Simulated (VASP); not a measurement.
Computed with PBE GGA, VASP's PBE PAW potentials (set 64) (plane waves; VASP 6.6.1).

VASP input:

KPOINTS:
```
Automatic mesh
0
gamma
 4 4 3
0 0 0
```

INCAR:
```
SYSTEM = La2S3
PREC = Accurate
ENCUT = 400
EDIFF = 1E-6
NELM = 100
ALGO = Normal
LREAL = .FALSE.
LASPH = .TRUE.
ISMEAR = 0
SIGMA = 0.05
GGA = PE
LMAXMIX = 6
LWAVE = .FALSE.
LCHARG = .FALSE.
ISIF = 2
```

POSCAR:
```
La2S3
1
    4.6554290000     0.0000000000     0.0000000000
   -2.3277140000     4.0317200000     0.0000000000
    0.0000000000     0.0000000000     7.2538630000
La S
2 3
Direct
  0.3333330000   0.6666670000   0.2467000000
  0.6666670000   0.3333330000   0.7533000000
  0.0000000000   0.0000000000   0.0000000000
  0.3333330000   0.6666670000   0.6470000000
  0.6666670000   0.3333330000   0.3530000000
```

POTCAR, in this order: La S (PBE.64 set). Program: vasp_std.

Question: What will the output report for the number of irreducible k-points (NKPTS), number of bands (NBANDS), largest plane-wave count, number of space-group operations, FFT grid (NGX, NGY, NGZ)?

Answer: 
```
Item                                          Result
--------------------------------------  ------------
number of irreducible k-points (NKPTS)             9
number of bands (NBANDS)                          24
largest plane-wave count                        2502
number of space-group operations                  12
FFT grid (NGX, NGY, NGZ)                30 × 30 × 48
```

The structure was generated: La2S3 was put into the A-La2O3 type (P-3m1), which need not be its known phase. The cell was not relaxed at this level.
